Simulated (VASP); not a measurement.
An input for Ansatz (written as the equivalent of a VASP run, and not itself run):

Ansatz 0.2 input:
```yaml
crystal:
  lattice:
    - [0.0000000, 2.9627420, 2.9627420]
    - [2.9627420, 0.0000000, 2.9627420]
    - [2.9627420, 2.9627420, 0.0000000]
  atoms:
    - { symbol: Ta, position: [0.7500000, 0.7500000, 0.7500000] }
    - { symbol: Ta, position: [0.5000000, 0.5000000, 0.5000000] }
kpoints:
  mp_grid: { grid: [13, 13, 13] }
hamiltonian:
  xc: pbe
  pseudopotentials: { kind: paw }
scf:
  occupations: { method: gaussian, width: 0.2 }
  max_iter: 100
output: { forces: true, stress: true, eigenvalues: true }
```

Task: Translate this input to VASP (INCAR, KPOINTS, POSCAR, choice of POTCAR).

Result: Several could match; the one computed here: 
**POSCAR**
```
Ta
1.0
  0.0000000000   2.9627420000   2.9627420000
  2.9627420000   0.0000000000   2.9627420000
  2.9627420000   2.9627420000   0.0000000000
Ta
2
Cart
  4.4441130000   4.4441130000   4.4441130000
  2.9627420000   2.9627420000   2.9627420000
```

**KPOINTS**
```
Automatic mesh
0
Gamma
13 13 13
0 0 0
```

**INCAR**
```
NELM  =  100
GGA  =  PE   # PBE
LASPH  =  .TRUE.   # aspherical one-centre terms
LWAVE  =  .FALSE.
LMAXMIX  =  6   # l cut-off of mixed one-centre charges
EDIFF  =  1E-6
PREC  =  Accurate
ISIF  =  2   # forces and stress, cell fixed
LREAL  =  .FALSE.   # projection in real space or not
ISMEAR  =  0
ALGO  =  Normal   # blocked Davidson
LCHARG  =  .FALSE.
ENCUT  =  300   # plane-wave cut-off (eV)
SYSTEM  =  Ta
SIGMA  =  0.2   # width (eV)
```

POTCAR, in this order: Ta_pv (PBE.64 set). Program: vasp_std.

Limits of the translation: each code has its own PAW files, so the cut-off isn't converted (ENCUT is set for VASP's; basis.ecutwfc is left out, and Ansatz then takes the one that its files recommend); Ansatz stops its SCF on the density residual and VASP on the energy change (EDIFF).

The structure was generated: Ta was put into an ordered model structure, which need not be its known phase. The cell was not relaxed at this level.
